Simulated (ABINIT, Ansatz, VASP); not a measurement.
## One structure in several programs: KCl (Fm-3m, 2 atoms in the cell)

Self-consistent single point.

```
CELL_PARAMETERS angstrom
      0.00000     3.14500     3.14500
      3.14500     0.00000     3.14500
      3.14500     3.14500     0.00000
ATOMIC_POSITIONS crystal
  K  0.00000 0.00000 0.00000
  Cl 0.50000 0.50000 0.50000
```

Shared settings, as Ansatz (a quantum-chemistry and plane-wave program) writes them: kpoints.mp_grid.grid = 6 6 6; scf.occupations.method = fermi_dirac; scf.occupations.width = 0.05 eV. Potentials and cutoffs stand in the table.

```csv
code,model,pressure (GPa),gap on the mesh (eV),cutoff
Ansatz,"LDA (PW92), default PAW files made with PBE",-1.94,4.748,420 eV
ABINIT,"LDA (PW92), PAW (JTH v2.0 LDA PAW)",-1.83,4.745,707 eV
VASP,"LDA (PZ), VASP's LDA PAW potentials (set 64)",–,4.751,300 eV
```

A dash marks a value that a program does not give, or that is left out as unsure.

Gaps are read on the mesh.

The spread over the programs that give each value: pressure within 0.11 GPa; gap on the mesh within 0.006 eV.

Ansatz's pressure is given at a fixed set of plane waves, as the other plane-wave codes print theirs. The same LDA comes in different parametrisations, which differ slightly.

VASP's run is marked for a possible Pulay error in its stress at this cutoff; no cutoff test was made.

The starting cell has typed, rounded lattice constants, without a prior relaxation at this level.

Left out of this page: Quantum ESPRESSO, GPAW, CP2K, PySCF, Elk, FLEUR and SIESTA (not drawn, or without a comparable value).

Keys are those of Ansatz 0.2.
